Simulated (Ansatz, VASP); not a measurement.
# H in two plane-wave programs, part 2 of 2

Wanted: the spread between two codes on one cell, functional and k mesh. The cell is taken from a series of runs on this material, whose earlier steps may have relaxed, scaled, displaced or heated it; both programs get it as it stands.

VASP 6.6.1 and Ansatz 0.2.0.

So far: The starting structure; VASP: zone-centre phonons, PBEsol.

### 3. Ansatz: zone-centre phonons, PBEsol

Level of this step: Ansatz beside VASP: Kohn-Sham DFT, plane waves, PBEsol (Ansatz).

Ansatz runs on its default PAW (the set named soft_2) files.

The same cell, functional and mesh now go to Ansatz, which takes its cutoff from its data sets.

input.yaml

```yaml
crystal:
  lattice:
    - [-1.7769716464, 1.7769716464, 2.2412544899]
    - [1.7769716464, -1.7769716464, 2.2412544899]
    - [1.7769716464, 1.7769716464, -2.2412544899]
  atoms:
    - { symbol: H, position: [0.9153142768, 0.9153142768, 0.0] }
    - { symbol: H, position: [0.0846857232, 0.0846857232, 0.0] }
kpoints:
  mp_grid: { grid: [10, 10, 10] }
hamiltonian:
  xc: pbesol
scf:
  occupations: { method: fixed }
output:
  eigenvalues: true
phonons:
  method: dfpt
  dielectric: true
  rigid_motions: translations
```

Started as:

```bash
$ ansatz run input.yaml --threads 2 --pin off --max-ram 5120MiB --backend cpu --events-out ev --progress --plain --runs-dir out
```

Numbers of over 12 decimals in the logs are rounded to 6 here.

The log of the run:

```text
Engine: ansatz 0.2.0, aarch64-unknown-linux-gnu
Pseudopotentials: kind: paw
Pseudopotential: H, paw, valence charge 1, recommended cutoff 420 eV (normal), H.paw.azcp
Functional definition: PBEsol
  exchange = pbesol_x
  correlation = pbesol_c
Crystal: 2 atoms, lattice volume = 28.308 Å³
Basis set: ecut = 420 eV, 551 PW (Γ), exchange–correlation on 48×48×48 points (8 copies of the dense FFT grid, shifted against one another)
Bands: 5, of which v1, the nominal top of the filled ones, is band 1 counted from 1 (0 counted from 0)
Symmetry: 16 space group operations
k-points: 282 of 1000 (irreducible under 2 space group operations, time reversal used)
Non-local potential: H, projectors of the file, l = 0: 2, l = 1: 1
PAW form: soft (Blöchl's): semilocal exchange-correlation on the pseudo side does not see the compensation charge
PAW one-centre angular grid: H, 110 points (default); XC on 64 Gauss nodes
Initial density: superposition of atomic densities (neutral atoms: chi_scale 0, normalization atom), corrected by the library's trained network
Initial wavefunctions: pseudopotential atomic-orbital guess
Functional: x = pbesol(κ = 0.804, μ = 0.123457), c = pbesol(β = 0.046)
SCF iter   1: F=—  HF=-31.232930 eV  |F-HF|=—  |Δ(HF+E_count)|=         —  Δρ=3.07e-3  dr2=1.76e-3  ethr=1.77e-3  ⟨swp⟩=3.4  Hψ=10429  notcnv=0  defer=485
preconditioner: auto → none  [insulator: Δε(μ)=8.912 eV  Ē_g=15.631 eV  n_scr=0 (ndim 8)  ℏωp=9.9 eV  f_vac=0.032  ε∞_Penn≈1.4]
SCF iter   2: F=—  HF=-31.232785 eV  |F-HF|=—  |Δ(HF+E_count)|=   1.45e-4  Δρ=1.10e-3  dr2=2.05e-4  ethr=8.80e-5  ⟨swp⟩=1.2  Hψ=3713  notcnv=0  defer=489
SCF iter   3: F=—  HF=-31.232852 eV  |F-HF|=—  |Δ(HF+E_count)|=   6.74e-5  Δρ=8.79e-5  dr2=7.10e-7  ethr=1.02e-5  ⟨swp⟩=2.9  Hψ=2228  notcnv=0  defer=561
SCF iter   4: F=—  HF=-31.232857 eV  |F-HF|=—  |Δ(HF+E_count)|=   4.98e-6  Δρ=8.67e-6  dr2=1.63e-8  ethr=3.55e-8  ⟨swp⟩=2.0  Hψ=1692  notcnv=0
iter 5 did not close the SCF: its close was put off for the readings that it lacked (scf_convergence_deferred on its scf_iter line)
SCF iter   5: F=-31.232857 eV  HF=-31.232857 eV  |F-HF|=2.29e-10  |Δ(HF+E_count)|=   8.15e-9  Δρ=3.23e-7  dr2=2.93e-11  ethr=8.14e-10  ⟨swp⟩=2.0  Hψ=1692  notcnv=0
SCF iter   6: F=-31.232857 eV  HF=-31.232857 eV  |F-HF|=8.17e-14  |Δ(HF+E_count)|=  2.34e-10  Δρ=4.41e-8  dr2=3.50e-13  ethr=1.47e-12  ⟨swp⟩=4.3  Hψ=7786  notcnv=0
SCF 1 converged in 6 iterations: F = -31.232857 eV  dr2 = 3.50e-13
  greatest PAW one-centre occupation: 0.364 electrons in one spin orbital (limit 2), on the H atom at site 1 (counted from 0), in its partial waves of l = 0
NSCF: frozen V_eff on 3 k-points
DFPT response loops at Γ: preconditioner auto → none (the input reference at scf.mixing.eps_inf says where Resta's filter doesn't serve); β = 0.50; Broyden in place of MSR1
SCF converged after 6 iterations
Free energy (F): -31.232857 eV
Harris-Foulkes:  -31.232857 eV  (|F-HF|=8.17e-14)
Internal energy: -31.232857 eV  (E = F + TS)
E sigma→0 (E₀):  -31.232857 eV
Fermi energy:    -8.226796 eV
--- Per-component energies (eV) ---
  E_band       = -17.720631
  E_kinetic    = 26.281200
  E_local      = -46.112974  (includes V_loc(G=0)·N_el)
  E_nonlocal   = 3.259011
  E_hartree    = 11.070077
  E_xc         = -16.957078
  E_vxc        = -21.966350  (∫ρ·V_xc dr)
  E_paw        = -1.045083  (= ΣΔE_a)
  E_vpaw       = -1.319319  (= ΣTr[D̂ρ^β])
  E_aug_tail   = -0.002357  (compensation charges beyond the density's cutoff)
  E_ewald      = -7.725654
  E_smearing   = -0.000000  (= −TS)
  E_closure    = 0.000000  (closes the sum)
  Σ components = -31.232857   (vs F -31.232857, Δ=0.00e0)
--- Band table (eV; the first three rows and the last of 282) ---
  k-point 0: bands = ["-9.9834", "4.3399", "7.7234", "13.4518", "13.4518"]
  k-point 1: bands = ["-9.8713", "4.0776", "7.3343", "12.5854", "13.8126"]
  k-point 2: bands = ["-9.5625", "3.4938", "6.5212", "11.2661", "12.1042"]
  k-point 281: bands = ["-8.2268", "1.5028", "6.6280", "7.3411", "7.3411"]
--- Phonons (Γ-DFPT): 2 representative perturbations + reference, on 282 of 1000 k-points (Σ response iterations 8) ---
  k mesh reduced under 2 symmetry operations, with k and −k counted as one. Each operation leaves every solved perturbation unchanged. A smaller set is not considered because the run solves the response to a homogeneous field
  ASR residual: 2.484e-5 → 0.000e0 eV/Å²; symmetrization residual: 9.314e-8 eV/Å²
  ASR residual per site (eV/Å²): 2.48e-5 2.48e-5
  Γ frequencies (cm⁻¹): 0.00 0.00 0.00 152.55 152.55 4227.72
  ε∞ (high-frequency dielectric tensor):
        1.399345    -0.000000     0.000000
        0.000000     1.399345     0.000000
       -0.000000    -0.000000     1.562836
  ε⁰ (static dielectric tensor: ions relaxed, cell fixed):
        1.399345    -0.000000     0.000000
        0.000000     1.399345     0.000000
       -0.000000    -0.000000     1.562836
  ε⁰ − ε∞ (ionic part):
        0.000000    -0.000000     0.000000
       -0.000000     0.000000     0.000000
        0.000000     0.000000     0.000000
  softest optical mode at Γ: 152.55 cm⁻¹; the repairs (sum rule, projections) moved no ω² at Γ by more than (2.62 cm⁻¹)²
  Born effective charges Z* (e; rows j = field, columns β = displacement):
    site 0:
         0.00000    0.00000   -0.00000
         0.00000    0.00000    0.00000
         0.00000    0.00000    0.00000
    site 1:
         0.00000    0.00000    0.00000
         0.00000    0.00000   -0.00000
         0.00000    0.00000    0.00000
  Z* charge neutrality: 1.695e-5 e pre-enforcement
  k-mesh period / interband length: 33.7 Å / 0.70 Å = 48.00 at k = (0.0000, -0.5000, 0.0000), direct gap 9.556 eV — 14 or more, which is no proof of convergence
  optical modes at Γ without the LO–TO term, one row a degenerate level:
      ω (cm⁻¹)  modes    IR ((D/Å)²/amu)
        152.55      2             0.0000
       4227.72      1             0.0000
  optical modes at Γ + LO–TO along q̂ = [1.0000, 0.0000, 0.0000]:
      ω (cm⁻¹)  modes    IR ((D/Å)²/amu)
        152.55      2             0.0000
       4227.72      1             0.0000
  optical modes at Γ + LO–TO along q̂ = [0.0000, 1.0000, 0.0000]:
      ω (cm⁻¹)  modes    IR ((D/Å)²/amu)
        152.55      2             0.0000
       4227.72      1             0.0000
  optical modes at Γ + LO–TO along q̂ = [0.0000, 0.0000, 1.0000]:
      ω (cm⁻¹)  modes    IR ((D/Å)²/amu)
        152.55      2             0.0000
       4227.72      1             0.0000
```

The column dr2 measures how far the density is from self-consistency, as an energy; F and HF (Harris–Foulkes) agree once it is small.

### 4. Side by side

Known differences besides the potentials themselves: fixed occupations in Ansatz, narrow Gaussian smearing in VASP; the cutoff is 420 eV in Ansatz and 500 eV in VASP. Total energies have different zeros and are not compared.

The two programs side by side:

```
                                    quantity  Ansatz    VASP  difference
                                       ε∞ xx    1.40    1.40     -0.01 %
                                       ε∞ yy    1.40    1.40     -0.01 %
                                       ε∞ zz    1.56    1.56     -0.01 %
Born charge of H1 (mean of the diagonal) (e)    0.00    0.00        0.00
                  optical mode 1 to 2 (cm⁻¹)   152.6   132.1    +15.44 %
                       optical mode 3 (cm⁻¹)  4227.7  4233.4     -0.14 %
```

Modes are paired by rising frequency, not by their patterns, so a pair may set unlike modes beside each other; they are those without the splitting of longitudinal modes.

### 5. Outcome

```yaml
r_m_s_difference_of_the_optical_zone_centre_modes_each_program_s_sorted_by_frequency_zone_centre_phonons_pbesol: 17 cm⁻¹
difference_in_optical_mode_1_to_2_zone_centre_phonons_pbesol: +15.4 %
```

What this shows: The r.m.s. difference of the optical zone-centre modes, each program's sorted by frequency is 17 cm⁻¹ (zone-centre phonons, PBEsol). Among the rows given in per cent, the largest difference of the zone-centre phonons, PBEsol pair is in optical mode 1 to 2, +15.4 %. What causes the difference of the zone-centre phonons, PBEsol pair stays open here. Such differences can come from data sets, numerical settings and the points named under the comparisons, not from the functional's error against experiment.

[Lines on the potential files, build, host, timing and source positions are cut from VASP's logs without a mark.]

[Logs are printed without paths, hosts, clocks, repeated set-up lines and the standing remarks that a program may print on its own settings, such as how far it seeks lower states.]

[Hosts, paths, dates, database ids (printed as entryN), source tags and the programs' standing remarks are cut or masked in the printed files.]
